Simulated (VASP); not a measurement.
Consider the following.

```
CELL_PARAMETERS angstrom
      0.00000     2.91812     2.93955
      3.02178     0.00000     2.93955
      3.02178     2.91812     0.00000
ATOMIC_POSITIONS crystal
  Li 0.25000 0.25000 0.25000
  Li 0.75000 0.75000 0.75000
  Se 0.98388 0.01612 0.01612
```

Computed with PBE GGA, VASP's PBE PAW potentials (set 64) (plane waves; VASP). Numerical set-up: 520 eV cut-off, 7×7×7 Γ-centred mesh, Gaussian smearing of 0.050 eV, potentials Li_sv Se.

**Question.** Give the force on each atom (eV/Å).

**Answer.** 
```
atom      Fx     Fy     Fz
----  ------  -----  -----
Li1    0.187  0.000  0.000
Li2    0.187  0.000  0.000
Se3   -0.374  0.000  0.000
```

**Question.** Give the stress tensor in GPa (positive for a compressed cell).

**Answer.** 
```
0.58  0.00  0.00
0.00  2.52  0.00
0.00  0.00  2.17
```
The pressure is its mean diagonal, 1.76 GPa.

The compound is Li2Se in the antifluorite structure. The cell was not relaxed at this level, atoms are displaced from their ideal sites. The run is one of a series of settings (KPOINTS 7×7×7 Γ-centred mesh against the base run), some of them coarse on purpose.
